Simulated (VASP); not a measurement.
```
CELL_PARAMETERS angstrom
      0.00000     2.26000     2.26000
      2.26000     0.00000     2.26000
      2.26000     2.26000     0.00000
ATOMIC_POSITIONS crystal
  Hf 0.00000 0.00000 0.00000
  N  0.50000 0.50000 0.50000
```

Method: PBE GGA, VASP's PBE PAW potentials (set 64) (plane waves; VASP). Settings: 400 eV cut-off, 10×10×10 Γ-centred mesh, Gaussian smearing of 0.27 eV, potentials Hf_pv N.

Unless said otherwise, spin-orbit coupling is left out, though it shifts the bands of the heavy elements here.

Task: Estimate the energy per atom (σ→0), band gap (on the k-mesh) with the smallest direct gap where there is one.

Result: 
```
Item                                                        Result
------------------------  ----------------------------------------
band gap (on the k-mesh)  none (metal, semimetal or under 0.01 eV)
energy per atom (σ→0)                              -10.875 eV/atom
```

Total energies compare only between runs with the same potentials, cut-off and functional.

The structure is a typed HfN crystal (Fm-3m). The cell was not relaxed at this level. The electron count is odd and the run is not spin-polarised, which forces a metal.
